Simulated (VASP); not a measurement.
All values below come from r2SCAN meta-GGA, VASP's PBE PAW potentials (set 64) (plane waves; VASP).

A VASP calculation is set up with these files.

**INCAR**
```
METAGGA  =  R2SCAN
ISMEAR  =  1   ! Methfessel-Paxton
LASPH  =  T   ! aspherical one-centre terms
LREAL  =  F
SIGMA  =  0.1   ! width (eV)
LWAVE  =  F
ISIF  =  2   ! forces and stress, cell fixed
ENCUT  =  480   ! plane-wave cut-off (eV)
LCHARG  =  F
SYSTEM  =  Ho
PREC  =  Accurate
NELM  =  100   ! most electronic steps
LMIXTAU  =  T
ALGO  =  Normal   ! blocked Davidson
LMAXMIX  =  6   ! l cut-off of mixed one-centre charges
EDIFF  =  1E-7   ! SCF stop (eV)
```

**KPOINTS**
```
Automatic
0
G
 12 12 6
```

File POSCAR:
```
Ho
1.0
  1.8049619753  -3.1262859028   0.0000000000
  1.8049619753   3.1262859028   0.0000000000
  0.0000000000   0.0000000000   5.5544391685
Ho
2
Cartesian
  1.8049619753   1.0420973851   1.3386097922
  1.8049619753  -1.0420973851   4.1658293764
```

POTCAR, in this order: Ho_3 (PBE.64 set). Program: vasp_std.

The 4f electrons are frozen in the core of the lanthanide potential, so 4f levels, which can set the real gap, and their magnetism are missing.

Task: What does the run give for the energy per atom (σ→0), largest force, band gap (on the k-mesh)?

Result: 
```yaml
energy per atom (σ→0): -32.873 eV/atom
band gap (on the k-mesh): none (metal, semimetal or under 0.01 eV)
largest_force: 0.235 eV/Å
```

### OSZICAR
```
...
DAV:  20    -0.657453113213E+02   -0.24361E-04   -0.73152E-05  2970   0.974E-02    0.395E-02
DAV:  21    -0.657453141604E+02   -0.28391E-05   -0.46325E-06  3987   0.259E-02    0.180E-02
DAV:  22    -0.657453108572E+02    0.33032E-05   -0.17044E-06  3692   0.150E-02    0.592E-03
DAV:  23    -0.657453098227E+02    0.10345E-05   -0.61295E-07  3381   0.955E-03    0.607E-03
DAV:  24    -0.657453114734E+02   -0.16507E-05   -0.16673E-07  2627   0.362E-03    0.121E-03
DAV:  25    -0.657453111947E+02    0.27867E-06   -0.80891E-08  1870   0.463E-03    0.787E-04
DAV:  26    -0.657453112769E+02   -0.82216E-07   -0.35045E-08  1865   0.389E-03
   1 F= -.65745311E+02 E0= -.65745781E+02  d E =0.141047E-02
```

The compound is Ho in the hcp structure. This cell was strained or had an atom moved on purpose.
